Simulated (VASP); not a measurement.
Method: PBEsol GGA, VASP's PBE PAW potentials (set 64) (plane waves; VASP 6.6.1).

VASP ran on this input.

INCAR:
```
ALGO  =  Normal
EDIFF  =  1E-6
EDIFFG  =  -0.02
ENCUT  =  400
GGA  =  PS
IBRION  =  2
ISIF  =  3
ISMEAR  =  1
LASPH  =  T
LCHARG  =  F
LMAXMIX  =  4
LREAL  =  F
LWAVE  =  F
NELM  =  100
NSW  =  60
PREC  =  Accurate
SIGMA  =  0.1
SYSTEM  =  InBi
```

### POSCAR
```
InBi
1
    4.8969671413     0.0000000000     0.0000000000
    0.0000000000     4.8969671413     0.0000000000
   -0.0000000000    -0.0000000000     4.8561129493
In Bi
2 2
Direct
  0.0000000000   0.0000000000   0.0000000000
  0.5000000000   0.5000000000   0.0000000000
  0.0000000000   0.5000000000   0.3975758575
  0.5000000000   0.0000000000   0.6024241425
```

KPOINTS:
```
Automatic mesh
0
Gamma
6 6 6
0 0 0
```

POTCAR, in this order: In_d Bi_d (PBE.64 set). Program: vasp_std.

The run wrote:

### OSZICAR
```
       N       E                     dE             d eps       ncg     rms          rms(c)
DAV:   1     0.561611890022E+03    0.56161E+03   -0.24942E+04  2640   0.188E+03
DAV:   2     0.446246404238E+02   -0.51699E+03   -0.51285E+03  2656   0.502E+02
DAV:   3    -0.122778011242E+02   -0.56902E+02   -0.56489E+02  3112   0.199E+02
DAV:   4    -0.146566770338E+02   -0.23789E+01   -0.23769E+01  3195   0.447E+01
DAV:   5    -0.147729406685E+02   -0.11626E+00   -0.11626E+00  4331   0.824E+00    0.338E+00
DAV:   6    -0.146868655069E+02    0.86075E-01   -0.17663E-01  3170   0.546E+00    0.172E+00
DAV:   7    -0.146679318792E+02    0.18934E-01   -0.73590E-02  3473   0.288E+00    0.380E-01
DAV:   8    -0.146671205901E+02    0.81129E-03   -0.77362E-03  3636   0.938E-01    0.120E-01
DAV:   9    -0.146671043971E+02    0.16193E-04   -0.42301E-04  4129   0.173E-01    0.396E-02
DAV:  10    -0.146671007891E+02    0.36080E-05   -0.31556E-05  3345   0.537E-02    0.106E-02
DAV:  11    -0.146670999256E+02    0.86354E-06   -0.31254E-06  2346   0.127E-02
   1 F= -.14667100E+02 E0= -.14666920E+02  d E =-.146671E+02
       N       E                     dE             d eps       ncg     rms          rms(c)
DAV:   1    -0.146702203875E+02   -0.31196E-02   -0.15550E-01  3848   0.389E+00    0.300E-01
DAV:   2    -0.146678961570E+02    0.23242E-02   -0.61979E-03  3316   0.108E+00    0.131E-01
DAV:   3    -0.146673634329E+02    0.53272E-03   -0.18380E-03  3483   0.550E-01    0.341E-02
DAV:   4    -0.146673609418E+02    0.24911E-05   -0.18465E-04  3180   0.131E-01    0.127E-02
DAV:   5    -0.146673626273E+02   -0.16855E-05   -0.15202E-05  3803   0.356E-02    0.921E-03
DAV:   6    -0.146673637013E+02   -0.10739E-05   -0.15836E-06  1833   0.125E-02    0.118E-03
DAV:   7    -0.146673637804E+02   -0.79152E-07   -0.29291E-07  1421   0.666E-03
   2 F= -.14667364E+02 E0= -.14667176E+02  d E =-.263855E-03
       N       E                     dE             d eps       ncg     rms          rms(c)
DAV:   1    -0.146686231985E+02   -0.12595E-02   -0.67691E-02  3847   0.257E+00    0.198E-01
DAV:   2    -0.146676133093E+02    0.10099E-02   -0.26943E-03  3344   0.714E-01    0.864E-02
DAV:   3    -0.146673827332E+02    0.23058E-03   -0.80026E-04  3470   0.363E-01    0.224E-02
DAV:   4    -0.146673831936E+02   -0.46035E-06   -0.79043E-05  3087   0.855E-02    0.844E-03
DAV:   5    -0.146673843745E+02   -0.11810E-05   -0.66424E-06  3229   0.241E-02    0.589E-03
DAV:   6    -0.146673850682E+02   -0.69367E-06   -0.86587E-07  1406   0.975E-03
   3 F= -.14667385E+02 E0= -.14667193E+02  d E =-.285143E-03
       N       E                     dE             d eps       ncg     rms          rms(c)
DAV:   1    -0.146683134078E+02   -0.92903E-03   -0.93217E-02  3278   0.236E+00    0.171E-01
DAV:   2    -0.146677944517E+02    0.51896E-03   -0.38954E-03  3831   0.695E-01    0.898E-02
DAV:   3    -0.146675436572E+02    0.25079E-03   -0.81319E-04  3588   0.360E-01    0.230E-02
DAV:   4    -0.146675400984E+02    0.35587E-05   -0.11554E-04  3103   0.112E-01    0.113E-02
DAV:   5    -0.146675374332E+02    0.26652E-05   -0.65209E-06  3443   0.252E-02    0.619E-03
DAV:   6    -0.146675371810E+02    0.25218E-06   -0.11178E-06  1539   0.999E-03
   4 F= -.14667537E+02 E0= -.14667322E+02  d E =-.152113E-03
```

**OUTCAR**
```
------------------------ aborting loop because EDIFF is reached ----------------------------------------
  FORCE on cell =-STRESS in cart. coord.  units (eV):
  Direction    XX          YY          ZZ          XY          YZ          ZX
  --------------------------------------------------------------------------------------
  Total        0.0628409      0.0628409      0.0752431      0.0000000     -0.0000000      0.0000000
  in kB        0.8665022      0.8665022      1.0375144      0.0000000     -0.0000000      0.0000000
  external PRESSURE =       0.9235063 kB  Pullay stress =       0.0000000 kB
  volume of cell :      116.19
      direct lattice vectors                 reciprocal lattice vectors
     4.899837912  0.000000000  0.000000000     0.204088384  0.000000000  0.000000000
    -0.000000000  4.899837912  0.000000000     0.000000000  0.204088384  0.000000000
    -0.000000000 -0.000000000  4.839714926     0.000000000 -0.000000000  0.206623740
 POSITION                                       TOTAL-FORCE (eV/Angst)
 -----------------------------------------------------------------------------------
      4.89984      0.00000      0.00000         0.000000      0.000000     -0.000000
      2.44992      2.44992      4.83971         0.000000      0.000000     -0.000000
      4.89984      2.44992      1.91853         0.000000      0.000000     -0.010696
      2.44992     -0.00000      2.92118        -0.000000     -0.000000      0.010696
 -----------------------------------------------------------------------------------
    total drift:                                0.000000     -0.000000     -0.000000
  FREE ENERGIE OF THE ION-ELECTRON SYSTEM (eV)
  ---------------------------------------------------
  free  energy   TOTEN  =       -14.6675371810 eV

  energy  without entropy=      -14.6668913882  energy(sigma->0) =      -14.66732192

 reached required accuracy - stopping structural energy minimisation
```
(Selected blocks of OUTCAR.)

### CONTCAR
```
InBi
   1.00000000000000
     4.8998379122255686    0.0000000000000000    0.0000000000000000
    -0.0000000000000000    4.8998379122255686    0.0000000000000000
    -0.0000000000000000   -0.0000000000000000    4.8397149260065406
  In              Bi
     2     2
Direct
     1.0000000000000000    0.0000000000000000    0.0000000000000000
     0.5000000000000000    0.5000000000000000    1.0000000000000000
     1.0000000000000000    0.5000000000000000    0.3964148204142971
     0.5000000000000000    0.0000000000000000    0.6035851795857030
```

The structure comes from a measured InBi entry (P4/nmm) of the Crystallography Open Database, whose conditions weren't checked. This run relaxes it. Symmetry was kept, so distortions that lower it aren't found. The start is the result of an earlier pass.
